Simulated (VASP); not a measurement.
# AgF4 (P4/mmm) in VASP: relaxation of cell and atoms with PBE

Aim: the relaxation of cell and atoms of AgF4 with PBE.

Program: VASP 6.6.1. These are calculated values, not measurements. Logs are shortened: lines on timing, memory, paths and dates and some standing lists are left out, and cuts for length are marked.

## 1. The cell of the first run

Symmetry: P4/mmm, No. 123, tetragonal system. Conventional cell: a = 3.581 Å, b = 3.581 Å, c = 5.065 Å, α = 90.00°, β = 90.00°, γ = 90.00°. Around Ag (site symmetry 4/mmm) lie 8 F at 2.19 Å. Around F (site symmetry 2mm) lie 2 Ag at 2.19 Å.

The cell was built by a generator and needn't be a form met in nature.

## 2. Relaxation of cell and atoms, PBE (ordered vacancies on the cation sites of fluorite (P4/mmm, No. 123))

INCAR reads:

```
SYSTEM = AgF4
  PREC = Accurate
  ENCUT = 600
  EDIFF = 1E-7
  ISMEAR = 0
  SIGMA = 0.1
  LREAL = .FALSE.
  LASPH = .TRUE.
  NELM = 100
  ALGO = Fast
  ISIF = 3
  LWAVE = .FALSE.
  LCHARG = .FALSE.
  GGA = PE
  IBRION = 2
  NSW = 90
  EDIFFG = -0.04
```

KPOINTS reads:

```
regular mesh
0
G
  6 6 4
  0 0 0
```

POSCAR reads:

```
AgF4
1.0
    3.5811540000      0.0000000000      0.0000000000
    0.0000000000      3.5811540000      0.0000000000
    0.0000000000      0.0000000000      5.0645165600
Ag F
1 4
Direct
    0.0000000000      0.0000000000      0.0000000000
    0.5000000000      0.0000000000      0.2500000000
    0.0000000000      0.5000000000      0.7500000000
    0.5000000000      0.0000000000      0.7500000000
    0.0000000000      0.5000000000      0.2500000000
```

Potentials or basis: VASP PAW PBE potentials, release 64 (Ag, F).

On the command line:

```bash
cat potpaw_PBE.64/Ag/POTCAR potpaw_PBE.64/F/POTCAR > POTCAR
mpirun -np 1 vasp_std > vasp.out
```

OUTCAR:

```text
SYSTEM = AgF4
   PREC = Accurate
   ENCUT = 600
   EDIFF = 1E-7
   ISMEAR = 0
   LREAL = .FALSE.
   LASPH = .TRUE.
   NELM = 100
   ISIF = 3
   GGA = PE
   IBRION = 2
   NSW = 90
   EDIFFG = -0.04

 ion  position               nearest neighbor table
   1  0.000  0.000  0.000-   2 2.19   3 2.19   4 2.19   5 2.19   3 2.19   5 2.19   2 2.19   4 2.19

   2  0.500  0.000  0.250-   1 2.19   1 2.19
   3  0.000  0.500  0.750-   1 2.19   1 2.19
   4  0.500  0.000  0.750-   1 2.19   1 2.19
   5  0.000  0.500  0.250-   1 2.19   1 2.19

  LATTYP: Found a simple tetragonal cell.
 ALAT       =     3.5811540000
 C/A-ratio  =     1.4142135636

  Lattice vectors:

 A1 = (   3.5811540000,   0.0000000000,   0.0000000000)
 A2 = (   0.0000000000,   3.5811540000,   0.0000000000)
 A3 = (   0.0000000000,   0.0000000000,   5.0645165600)

Analysis of symmetry for initial positions (statically):
=====================================================================
 Subroutine PRICEL returns:
 Original cell was already a primitive cell.

 Routine SETGRP: Setting up the symmetry group for a
 simple tetragonal supercell.

 Subroutine GETGRP returns: Found 16 space group operations
 (whereof 16 operations were pure point group operations)
 out of a pool of 16 trial point group operations.

The static configuration has the point symmetry D_4h.

Analysis of symmetry for dynamics (positions and initial velocities):
=====================================================================
 Subroutine PRICEL returns:
 Original cell was already a primitive cell.

 Routine SETGRP: Setting up the symmetry group for a
 simple tetragonal supercell.

 Subroutine GETGRP returns: Found 16 space group operations
 (whereof 16 operations were pure point group operations)
 out of a pool of 16 trial point group operations.

The dynamic configuration has the point symmetry D_4h.

 Subroutine INISYM returns: Found 16 space group operations
 (whereof 16 operations are pure point group operations),
 and found     1 'primitive' translations

----------------------------------------------------------------------------------------

                                     Primitive cell

  volume of cell :      64.9507

  direct lattice vectors                    reciprocal lattice vectors
     3.581154000  0.000000000  0.000000000     0.279239597  0.000000000  0.000000000
     0.000000000  3.581154000  0.000000000     0.000000000  0.279239597  0.000000000
     0.000000000  0.000000000  5.064516560     0.000000000  0.000000000  0.197452212

  length of vectors
     3.581154000  3.581154000  5.064516560     0.279239597  0.279239597  0.197452212

  position of ions in fractional coordinates (direct lattice)
     0.000000000  0.000000000  0.000000000
     0.500000000  0.000000000  0.250000000
     0.000000000  0.500000000  0.750000000
     0.500000000  0.000000000  0.750000000
     0.000000000  0.500000000  0.250000000

  ion indices of the primitive-cell ions
   primitive index   ion index
                 1           1
                 2           2
                 3           3
                 4           4
                 5           5

----------------------------------------------------------------------------------------

 KPOINTS: regular mesh

Automatic generation of k-mesh.
 Grid dimensions read from file:
 generate k-points for:    6    6    4

 Generating k-lattice:

  Cartesian coordinates                     Fractional coordinates (reciprocal lattice)
     0.046539933  0.000000000  0.000000000     0.166666667  0.000000000  0.000000000
     0.000000000  0.046539933  0.000000000     0.000000000  0.166666667  0.000000000
     0.000000000  0.000000000  0.049363053     0.000000000  0.000000000  0.250000000

  Length of vectors
     0.046539933  0.046539933  0.049363053

  Shift w.r.t. Gamma in fractional coordinates (k-lattice)
     0.000000000  0.000000000  0.000000000

 Subroutine IBZKPT returns following result:
 ===========================================

 Found     30 irreducible k-points:

 Following reciprocal coordinates:
            Coordinates               Weight
  0.000000  0.000000  0.000000      1.000000
  0.166667  0.000000  0.000000      4.000000
  0.333333  0.000000  0.000000      4.000000
  0.500000  0.000000  0.000000      2.000000
  0.166667  0.166667  0.000000      4.000000
  0.333333  0.166667  0.000000      8.000000
[... 16 lines left out ...]
  0.333333  0.000000  0.500000      4.000000
  0.500000  0.000000  0.500000      2.000000
 [... further k-points ...]
   k-points           NKPTS =     30   k-points in BZ     NKDIM =     30   number of bands    NBANDS=     23
   number of dos      NEDOS =    301   number of ions     NIONS =      5
   total plane-waves  NPLWV =  36000
   dimension x,y,z NGX =    30 NGY =   30 NGZ =   40
   dimension x,y,z NGXF=    60 NGYF=   60 NGZF=   80
   ions per type =               1   4
   NGX,Y,Z   is equivalent  to a cutoff of  13.93, 13.93, 13.13 a.u.
   NGXF,Y,Z  is equivalent  to a cutoff of  27.85, 27.85, 26.26 a.u.
 SYSTEM =  AgF4
   PREC   = accura    normal or accurate (medium, high low for compatibility)
   ISTART =      0    job   : 0-new  1-cont  2-samecut
   ICHARG =      2    charge: 1-file 2-atom 10-const
   ISPIN  =      1    spin polarized calculation?
   LNONCOLLINEAR =      F non collinear calculations
   LSORBIT =      F    spin-orbit coupling
   LASPH  =      T    aspherical Exc in radial PAW
   ENCUT  =  600.0 eV  44.10 Ry    6.64 a.u.   7.15  7.15 10.12*2*pi/ulx,y,z
   NELM   =    100;   NELMIN=  2; NELMDL= -5     # of ELM steps
   EDIFF  = 0.1E-06   stopping-criterion for ELM
   LREAL  =      F    real-space projection
   EDIFFG = -.4E-01   stopping-criterion for IOM
   NSW    =     90    number of steps for IOM
   IBRION =      2    ionic relax: 0-MD 1-quasi-New 2-CG
   NFREE  =      1    steps in history (QN), initial steepest desc. (CG)
   ISIF   =      3    stress and relaxation
   ISYM   =      2    0-nonsym 1-usesym 2-fastsym
   POTIM  = 0.5000    time-step for ionic-motion
   TEBEG  =    0.0;   TEEND  =   0.0 temperature during run
   PSTRESS=    0.0 pullay stress
   NELECT =      39.0000    total number of electrons
   NUPDOWN=      -1.0000    fix difference up-down
   EMIN   =  10.00;   EMAX   =-10.00  energy-range for DOS
   EFERMI =   0.00;   METHOD = LEGACY
   ISMEAR =     0;   SIGMA  =   0.10  broadening in eV -4-tet -1-fermi 0-gaus
   EFERMI_NEDOS =   21; number of points for ismear=-14 and -15
   IALGO  =     68    algorithm
   IMIX   =      4    mixing-type and parameters
     AMIX     =   0.40;   BMIX     =  1.00
     AMIX_MAG =   1.60;   BMIX_MAG =  1.00
  volume/ion in A,a.u.               =      12.99        87.66
  Fermi-wavevector in a.u.,A,eV,Ry     =   1.381132  2.609960 25.953443  1.907524
  Thomas-Fermi vector in A             =   2.505944
   LORBIT       =      0    0 simple, 1 ext, 2 COOP (PROOUT), +10 PAW based schemes
   GGA     = PE    functional components
   LHFCALC =     F    Hartree Fock is set to
   AEXX    =    0.0000 exact exchange contribution
   IVDW    =     0    specifies the selected vdW correction
   LEPSILON=     F    determine dielectric tensor
   LRPA    =     F    only Hartree local field effects (RPA)
 conjugate gradient relaxation of ions
 non-spin polarized calculation
 RMM-DIIS sequential band-by-band and
 Gauss-broadening in eV      SIGMA  =   0.10
  energy-cutoff  :      600.00
  volume of cell :       64.95
 maximum number of plane-waves:      2212
 NGX is ok and might be reduce to    30
   NGX = 15   NGY = 15   NGZ = 21

--------------------------------------- Ionic step        1  -------------------------------------------

 number of electron      39.0000015 magnetization

 Free energy of the ion-electron system (eV)
  ---------------------------------------------------
  ext. energy  EPLUGINS =         0.00000000
  ---------------------------------------------------
  free energy    TOTEN  =       -12.38899775 eV

  energy without entropy =      -12.34585401  energy(sigma->0) =      -12.36742588

------------------------ aborting loop because EDIFF is reached ----------------------------------------

  FORCE on cell =-STRESS in cart. coord.  units (eV):
  Direction    XX          YY          ZZ          XY          YZ          ZX
  --------------------------------------------------------------------------------------
  -------------------------------------------------------------------------------------
  Total        0.5183606      0.5183606     -1.7878481      0.0000000      0.0000000      0.0000000
  in kB       12.7867027     12.7867027    -44.1018918      0.0000000      0.0000000      0.0000000
  external PRESSURE =      -6.1761622 kB  Pullay stress =       0.0000000 kB
[... 102 lines left out ...]
  energy  without entropy=      -12.4005376717  energy(sigma->0) =      -12.42115228

--------------------------------------- Ionic step        4  -------------------------------------------

 number of electron      38.9999982 magnetization

 Free energy of the ion-electron system (eV)
  ---------------------------------------------------
  ext. energy  EPLUGINS =         0.00000000
  ---------------------------------------------------
  free energy    TOTEN  =       -12.44750596 eV

  energy without entropy =      -12.40547502  energy(sigma->0) =      -12.42649049

 E-fermi :  -1.2012     XC(G=0):  -9.6360

 val. band max:       -1.2062818637   @ k =   0.3333   0.3333   0.0000
 cond. band min:      -1.2002569123   @ k =   0.5000   0.5000   0.0000
 fundamental gap:      0.0060249514
 Fermi energy:        -1.2012358815

 k-point     1 :       0.0000    0.0000    0.0000
  band No.  band energies     occupation
      1     -22.6976      2.00000
      2     -21.9556      2.00000
      3     -21.8397      2.00000
      4     -21.2164      2.00000
      5      -6.5998      2.00000
      6      -6.5998      2.00000
[... 613 lines left out ...]
     22       8.2317      0.00000
     23      10.3089      0.00000

 [... further k-points ...]
[... 5 lines left out ...]
  --------------------------------------------------------------------------------------
  -------------------------------------------------------------------------------------
  Total        0.0482140      0.0482140      0.0248387      0.0000000     -0.0000000      0.0000000
  in kB        1.1835548      1.1835548      0.6097389      0.0000000     -0.0000000      0.0000000
  external PRESSURE =       0.9922828 kB  Pullay stress =       0.0000000 kB
[... 20 lines left out ...]
  FREE ENERGIE OF THE ION-ELECTRON SYSTEM (eV)
  ---------------------------------------------------
  free  energy   TOTEN  =       -12.4475059606 eV

  energy  without entropy=      -12.4054750200  energy(sigma->0) =      -12.42649049

 reached required accuracy - stopping structural energy minimisation
```

Run time: 2.9 min. Hardware: 1 thread of Intel Xeon Platinum 8488C (Sapphire Rapids), shared host; peak memory 0.22 GiB.

What came out:

| Item | Value |
| --- | --- |
| Free energy | -12.4475 eV |
| Relaxed volume | 13.05 Å³/atom |
| Relaxed cell | a = 3.638 Å, b = 3.638 Å, c = 4.932 Å, α = 90.00°, β = 90.00°, γ = 90.00° |
| Space group after relaxing (to 0.05 Å) | P4/mmm (No. 123) |
| Energy gained by relaxing | 11.7 meV/atom |
| Ionic steps | 4 |
| Pressure after relaxing | 0.1 GPa |
| Largest force after relaxing | 0.009 eV/Å |
| Band gap on the k mesh | none (metal or under the smearing width) |

Forces on the atoms (eV/Å):
```
Ag   0.000  0.000  0.000
F    0.000  0.000 -0.009
F    0.000  0.000  0.009
F    0.000  0.000  0.009
F    0.000  0.000 -0.009
```

Step by step:
| step | energy change (eV) | largest force (eV/Å) | pressure (GPa) | volume (Å³) |
| --- | --- | --- | --- | --- |
| 1 | 0.0000 | 0.3899 | -0.62 | 64.95 |
| 2 | -0.0457 | 0.1437 | 0.58 | 64.47 |
| 3 | -0.0528 | 0.0142 | 1.38 | 64.20 |
| 4 | -0.0585 | 0.0088 | 0.10 | 65.27 |

Final structure:
```
CELL_PARAMETERS angstrom
3.63763 0.00000 0.00000
0.00000 3.63763 0.00000
0.00000 0.00000 4.93241
ATOMIC_POSITIONS crystal
Ag 0.00000 0.00000 0.00000
F 0.50000 0.00000 0.24374
F 0.00000 0.50000 0.75626
F 0.50000 0.00000 0.75626
F 0.00000 0.50000 0.24374
```

Caveat: an odd number of electrons without spin polarisation forces a metal; a magnetic or distorted state may lie lower.
